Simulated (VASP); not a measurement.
Consider the following.

```xyz
1
Lattice="-1.5963 1.5963 2.4104 1.5963 -1.5963 2.4104 1.5963 1.5963 -2.4104" Properties=species:S:1:pos:R:3 pbc="T T T"
In     0.0000     0.0000     0.0000
```

These are LDA (Ceperley-Alder, Perdew-Zunger), VASP's LDA PAW potentials (set 64) (plane waves; VASP) values and carry that method's errors. Run with 520 eV cut-off, 18×18×18 Γ-centred mesh, tetrahedra with Blöchl corrections, potentials In_d.

Unless said otherwise, spin-orbit coupling is left out, though it shifts the bands of the heavy elements here.

**Question.** Tabulate the total density of states (states/eV per cell) against energy (eV; zero at the valence-band maximum or, without a gap, the Fermi level).

**Answer.** 
(E (eV), DOS (states/eV)): (-9.98, 0.02); (-9.86, 0.06); (-9.62, 0.09); (-9.50, 0.10); (-9.26, 0.13); (-9.14, 0.13); (-8.90, 0.15); (-8.78, 0.16); (-8.66, 0.17); (-8.42, 0.18); (-8.30, 0.19); (-8.06, 0.20); (-7.94, 0.20); (-7.82, 0.21); (-7.58, 0.22); (-7.46, 0.23); (-7.22, 0.24); (-7.10, 0.24); (-6.86, 0.25); (-6.74, 0.26); (-6.62, 0.26); (-6.38, 0.27); (-6.26, 0.28); (-6.02, 0.29); (-5.90, 0.29); (-5.78, 0.30); (-5.54, 0.31); (-5.42, 0.31); (-5.18, 0.32); (-5.06, 0.33); (-4.82, 0.35); (-4.70, 0.37); (-4.58, 0.39); (-4.34, 0.40); (-4.22, 0.38); (-3.98, 0.36); (-3.86, 0.35); (-3.74, 0.34); (-3.50, 0.32); (-3.38, 0.33); (-3.14, 0.36); (-3.02, 0.37); (-2.78, 0.38); (-2.66, 0.37); (-2.54, 0.36); (-2.30, 0.36); (-2.18, 0.36); (-1.94, 0.34); (-1.82, 0.33); (-1.70, 0.32); (-1.46, 0.36); (-1.34, 0.42); (-1.10, 0.48); (-0.98, 0.53); (-0.74, 0.50); (-0.62, 0.47); (-0.50, 0.48); (-0.26, 0.41); (-0.14, 0.39); (0.10, 0.39); (0.22, 0.41); (0.34, 0.45); (0.58, 0.49); (0.70, 0.48); (0.94, 0.48); (1.06, 0.48); (1.30, 0.48); (1.42, 0.47); (1.54, 0.47); (1.78, 0.49); (1.90, 0.49); (2.14, 0.50); (2.26, 0.52); (2.38, 0.53); (2.62, 0.54); (2.74, 0.54); (2.98, 0.55); (3.10, 0.56); (3.34, 0.58); (3.46, 0.59)
Within 2 eV below the Fermi level the largest weight inside VASP's projection spheres is In p, then In s.

The compound is In in the bct structure. It was relaxed first, which changed the volume by -6 %.
